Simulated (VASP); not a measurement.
Input for VASP

### INCAR
```
SYSTEM = NaH
PREC = Accurate; ENCUT = 520; LREAL = .False.
LASPH = .True.
EDIFF = 1E-7; NELM = 100; ALGO = Normal
ISMEAR = -5
GGA = RE
ISIF = 2
LWAVE = .False.; LCHARG = .True.; LORBIT = 11
NEDOS = 601
```

**POSCAR**
```
NaH
1
   -0.0000000000     2.4533559172     2.4533559172
    2.4533559172    -0.0000000000     2.4533559172
    2.4533559172     2.4533559172    -0.0000000000
Na H
1 1
Direct
  0.0000000000   0.0000000000   1.0000000000
  0.5000000000   0.5000000000   0.5000000000
```

KPOINTS:
```
Automatic mesh
0
Gamma
10 10 10
0 0 0
```

POTCAR, in this order: Na_pv H (PBE.64 set). Program: vasp_std.

**Question.** Translate this revPBE calculation to Ansatz.

**Answer.** One equivalent input (not run):
Ansatz 0.2 input:
```yaml
crystal:
  lattice:
    - [0.0000000, 2.4533559, 2.4533559]
    - [2.4533559, 0.0000000, 2.4533559]
    - [2.4533559, 2.4533559, 0.0000000]
  atoms:
    - { symbol: Na, position: [0.0000000, 0.0000000, 1.0000000] }
    - { symbol: H, position: [0.5000000, 0.5000000, 0.5000000] }
kpoints:
  mp_grid: { grid: [10, 10, 10] }
hamiltonian:
  xc: revpbe
  pseudopotentials: { kind: paw }
scf:
  occupations: { method: tetrahedron }
  max_iter: 100
output: { forces: true, stress: true, eigenvalues: true }
```
The two are equivalent in intent, not identical: each code has its own PAW files, so the cut-off isn't converted (ENCUT is set for VASP's; basis.ecutwfc is left out, and Ansatz then takes the one that its files recommend); Ansatz stops its SCF on the density residual and VASP on the energy change (EDIFF).

The compound is NaH in the rock salt structure. It was relaxed first.
